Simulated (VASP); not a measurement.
# Li2Pt (P-3m1) in VASP: a series of runs

Runs on Li2Pt. Level: LDA. Tasks: single point.

Program: VASP 6.6.1. These are calculated values, not measurements. Logs are shortened: lines on timing, memory, paths and dates and some standing lists are left out, and cuts for length are marked.

## (1) The crystal as given

It takes space group P-3m1 (No. 164, trigonal). Conventional cell: a = 4.186 Å, b = 4.186 Å, c = 2.661 Å, α = 90.00°, β = 90.00°, γ = 120.00°. Around Li (site symmetry 3m) lie 5 Li at 2.44 to 2.66 Å and 3 Pt at 2.68 Å. Pt (site symmetry -3m) has 2 Pt at 2.66 Å and 12 Li at 2.68 to 2.85 Å as nearest neighbours.

## (2) Single point, LDA

Contents of INCAR:

```
SYSTEM = Li2Pt
ALGO     = Normal         ! electronic algorithm
EDIFF    = 1E-6           ! SCF threshold, eV
ENCUT    = 520            ! plane-wave cutoff, eV
GGA      = CA             ! functional
ISIF     = 2              ! what is computed and relaxed
ISMEAR   = -1             ! smearing method
LASPH    = .True.         ! aspherical terms in the spheres
LCHARG   = .False.        ! write CHGCAR
LREAL    = .False.        ! projectors in reciprocal space
LWAVE    = .False.        ! write WAVECAR
NBANDS   = 15             ! bands
NELM     = 100            ! most SCF steps
PREC     = Accurate       ! precision mode
SIGMA    = 0.05           ! smearing width, eV
```

Contents of KPOINTS:

```
k-points
0
Gamma
  5 5 6
  0 0 0
```

Contents of POSCAR:

```
Li2Pt
1.0
    4.1860000000      0.0000000000      0.0000000000
   -2.0930000000      3.6251800000      0.0000000000
    0.0000000000      0.0000000000      2.6610000000
Li Pt
2 1
Direct
    0.3383803502      0.6528788881      0.5843494163
    0.6717281687      0.3194861782      0.4533178802
    0.0050381477     -0.0137417329      0.0187027035
```

Potentials or basis: VASP PAW LDA potentials, release 64 (Li_sv, Pt).

Command:

```sh
cat potpaw_LDA.64/Li_sv/POTCAR potpaw_LDA.64/Pt/POTCAR > POTCAR
mpirun -np 1 vasp_std > vasp.out
```

OUTCAR:

```text
SYSTEM = Li2Pt
   EDIFF = 1E-6
   ENCUT = 520
   GGA = CA
   ISIF = 2
   ISMEAR = -1
   LASPH = .True.
   LREAL = .False.
   NELM = 100
   PREC = Accurate

 ion  position               nearest neighbor table
   1  0.338  0.653  0.584-   2 2.44   2 2.44   2 2.44   3 2.68   3 2.68   3 2.68   3 2.85   3 2.85
                             3 2.85
   2  0.672  0.319  0.453-   1 2.44   1 2.44   1 2.44   3 2.68   3 2.68   3 2.68   3 2.85   3 2.85
                             3 2.85
   3  0.005  0.986  0.019-   1 2.68   2 2.68   1 2.68   1 2.68   2 2.68   2 2.68   2 2.85   2 2.85
                             1 2.85   2 2.85   1 2.85   1 2.85

  LATTYP: Found a hexagonal cell.
 ALAT       =     4.1860000000
 C/A-ratio  =     0.6356903966

  Lattice vectors:

 A1 = (   4.1860000000,   0.0000000000,   0.0000000000)
 A2 = (  -2.0930000000,   3.6251800000,   0.0000000000)
 A3 = (   0.0000000000,   0.0000000000,   2.6610000000)

Analysis of symmetry for initial positions (statically):
=====================================================================
 Subroutine PRICEL returns:
 Original cell was already a primitive cell.

 Routine SETGRP: Setting up the symmetry group for a
 hexagonal supercell.

 Subroutine GETGRP returns: Found  1 space group operations
 (whereof  1 operations were pure point group operations)
 out of a pool of 24 trial point group operations.

The static configuration has the point symmetry C_1 .

Analysis of symmetry for dynamics (positions and initial velocities):
=====================================================================
 Subroutine PRICEL returns:
 Original cell was already a primitive cell.

 Routine SETGRP: Setting up the symmetry group for a
 hexagonal supercell.

 Subroutine GETGRP returns: Found  1 space group operations
 (whereof  1 operations were pure point group operations)
 out of a pool of 24 trial point group operations.

The dynamic configuration has the point symmetry C_1 .

 Subroutine INISYM returns: Found  1 space group operations
 (whereof  1 operations are pure point group operations),
 and found     1 'primitive' translations

----------------------------------------------------------------------------------------

                                     Primitive cell

  volume of cell :      40.3807

  direct lattice vectors                    reciprocal lattice vectors
     4.186000000  0.000000000  0.000000000     0.238891543  0.137924186  0.000000000
    -2.093000000  3.625180000  0.000000000     0.000000000  0.275848372  0.000000000
[... 101 lines left out ...]
   EFERMI =   0.00;   METHOD = LEGACY
   ISMEAR =    -1;   SIGMA  =   0.05  broadening in eV -4-tet -1-fermi 0-gaus
   EFERMI_NEDOS =   21; number of points for ismear=-14 and -15
   IALGO  =     38    algorithm
   IMIX   =      4    mixing-type and parameters
     AMIX     =   0.40;   BMIX     =  1.00
     AMIX_MAG =   1.60;   BMIX_MAG =  1.00
  volume/ion in A,a.u.               =      13.46        90.83
  Fermi-wavevector in a.u.,A,eV,Ry     =   1.202422  2.272248 19.671559  1.445819
  Thomas-Fermi vector in A             =   2.338204
   LORBIT       =      0    0 simple, 1 ext, 2 COOP (PROOUT), +10 PAW based schemes
   GGA     = CA    functional components
   LHFCALC =     F    Hartree Fock is set to
   AEXX    =    0.0000 exact exchange contribution
   IVDW    =     0    specifies the selected vdW correction
   LEPSILON=     F    determine dielectric tensor
   LRPA    =     F    only Hartree local field effects (RPA)
 non-spin polarized calculation
  energy-cutoff  :      520.00
  volume of cell :       40.38
 maximum number of plane-waves:      1102
   NGX = 15   NGY = 15   NGZ =  9

 number of electron      16.0000001 magnetization

 Free energy of the ion-electron system (eV)
  ---------------------------------------------------
  ext. energy  EPLUGINS =         0.00000000
  ---------------------------------------------------
  free energy    TOTEN  =       -13.23793015 eV

  energy without entropy =      -13.22841959  energy(sigma->0) =      -13.23317487

 E-fermi :   5.1323     XC(G=0): -10.4471

 val. band max:        4.7598993178   @ k =   0.2000   0.2000   0.0000
 cond. band min:       5.1426872922   @ k =   0.4000   0.4000   0.0000
 fundamental gap:      0.3827879744
 Fermi energy:         5.1322587896

 k-point     1 :       0.0000    0.0000    0.0000
  band No.  band energies     occupation
      1     -39.6465      2.00000
      2     -39.5372      2.00000
      3      -1.5120      2.00000
      4       0.7167      2.00000
      5       1.7628      2.00000
      6       1.7629      2.00000
      7       4.4594      2.00000
      8       4.4596      2.00000
      9       8.9163      0.00000
     10       8.9173      0.00000
     11      11.4921      0.00000
     12      11.4931      0.00000
     13      14.0783      0.00000
     14      15.1692      0.00000
[... 401 lines left out ...]
      2     -39.5603      2.00000
      3       0.0816      2.00000
      4       1.5713      2.00000
      5       2.2397      2.00000
      6       2.7827      2.00000
      7       3.1001      2.00000
      8       3.1190      2.00000
      9       5.2370      0.21908
     10       7.3313      0.00000
     11      12.6114      0.00000
     12      15.3934      0.00000
     13      15.7425      0.00000
     14      17.0565      0.00000
     15      20.1674      0.00000

 [... further k-points ...]

------------------------ aborting loop because EDIFF is reached ----------------------------------------

  FORCE on cell =-STRESS in cart. coord.  units (eV):
  Direction    XX          YY          ZZ          XY          YZ          ZX
  --------------------------------------------------------------------------------------
  -------------------------------------------------------------------------------------
  Total       -0.9383666     -0.9376844     -1.4864878      0.0004291      0.0000405     -0.0000066
  in kB      -37.2314066    -37.2043411    -58.9791164      0.0170249      0.0016087     -0.0002600
  external PRESSURE =     -44.4716214 kB  Pullay stress =       0.0000000 kB

 VOLUME and BASIS-vectors are now :
 -----------------------------------------------------------------------------
  energy-cutoff  :      520.00
  volume of cell :       40.38
      direct lattice vectors                 reciprocal lattice vectors
     4.186000000  0.000000000  0.000000000     0.238891543  0.137924186  0.000000000
    -2.093000000  3.625180000  0.000000000     0.000000000  0.275848372  0.000000000
     0.000000000  0.000000000  2.661000000     0.000000000  0.000000000  0.375798572

 POSITION                                       TOTAL-FORCE (eV/Angst)
 -----------------------------------------------------------------------------------
      0.04998      2.36680      1.55495         0.000215     -0.000246     -0.000903
      2.14317      1.15819      1.20628        -0.000812      0.001013      0.000435
     -2.04315      3.57536      0.04977         0.000597     -0.000767      0.000467
 -----------------------------------------------------------------------------------
    total drift:                               -0.000112     -0.000050      0.000520

  FREE ENERGIE OF THE ION-ELECTRON SYSTEM (eV)
  ---------------------------------------------------
  free  energy   TOTEN  =       -13.2379301477 eV

  energy  without entropy=      -13.2284195915  energy(sigma->0) =      -13.23317487
```

It took 20 s on 1 thread of Intel Xeon Platinum 8488C (Sapphire Rapids), shared host; peak memory 0.17 GiB.

What came out:

```yaml
Free_energy: -13.2379 eV
Band_gap_on_the_k_mesh: none (metal or under the smearing width)
```

Levels at points of the mesh, in eV from the Fermi level:
| k point | band 6 | band 7 | band 8 | band 9 | band 10 | band 11 |
| --- | --- | --- | --- | --- | --- | --- |
| (0.00, 0.00, 0.00) | -3.37 | -0.67 | -0.67 | 3.78 | 3.79 | 6.36 |
| (0.00, 0.00, 0.50) | -2.21 | -2.21 | 0.39 | 2.85 | 6.52 | 6.52 |

Caveat: the k mesh is coarse (spacing up to 0.39 Å⁻¹), so the values aren't converged; the cutoff is under 1.25 times the usual one of these potentials, so pressure, stress and relaxed cells hold a basis-set (Pulay) error.

## (3) Single point, LDA

Contents of INCAR:

```
SYSTEM = Li2Pt
  PREC = Accurate
  ENCUT = 520
  EDIFF = 1E-6
  ISMEAR = -1
  SIGMA = 0.05
  LREAL = .FALSE.
  LASPH = .TRUE.
  NELM = 100
  ALGO = Normal
  ISIF = 2
  LWAVE = .FALSE.
  LCHARG = .TRUE.
  GGA = CA
  LELF = .TRUE.
  LVHAR = .TRUE.
  NBANDS = 15
```

Contents of KPOINTS:

```
Automatic mesh
0
G
  5 5 6
  0 0 0
```

Contents of POSCAR:

```
Li2Pt
1.0
    4.1860000000      0.0000000000      0.0000000000
   -2.0930000000      3.6251800000      0.0000000000
    0.0000000000      0.0000000000      2.6610000000
Li Pt
2 1
Direct
    0.3383804441      0.6528789087      0.5843493517
    0.6717282424      0.3194862286      0.4533178432
    0.0050379801     -0.0137418040      0.0187028050
```

Potentials or basis: VASP PAW LDA potentials, release 64 (Li_sv, Pt).

Command:

```sh
cat potpaw_LDA.64/Li_sv/POTCAR potpaw_LDA.64/Pt/POTCAR > POTCAR
mpirun -np 1 vasp_std > vasp.out
```

Run time: 21 s. Hardware: 1 thread of Intel Xeon Platinum 8488C (Sapphire Rapids), shared host; peak memory 0.17 GiB.

Results (log left out):

```yaml
Free_energy: -13.2379 eV
Band_gap_on_the_k_mesh: none (metal or under the smearing width)
```

Levels at points of the mesh, in eV from the Fermi level:
```tsv
k point	band 4	band 5	band 6	band 7	band 8	band 9	band 10	band 11	band 12	band 13
(0.00, 0.00, 0.00)	-4.42	-3.37	-3.37	-0.67	-0.67	3.78	3.79	6.36	6.36	8.95
(0.00, 0.00, 0.50)	-3.78	-3.78	-2.21	-2.21	0.39	2.85	6.52	6.52	7.33	10.41
```

Caveat: the k mesh is coarse (spacing up to 0.39 Å⁻¹), so the values aren't converged; the cutoff is under 1.25 times the usual one of these potentials, so pressure, stress and relaxed cells hold a basis-set (Pulay) error. Spin-orbit coupling is left out, which matters for the levels of Pt.
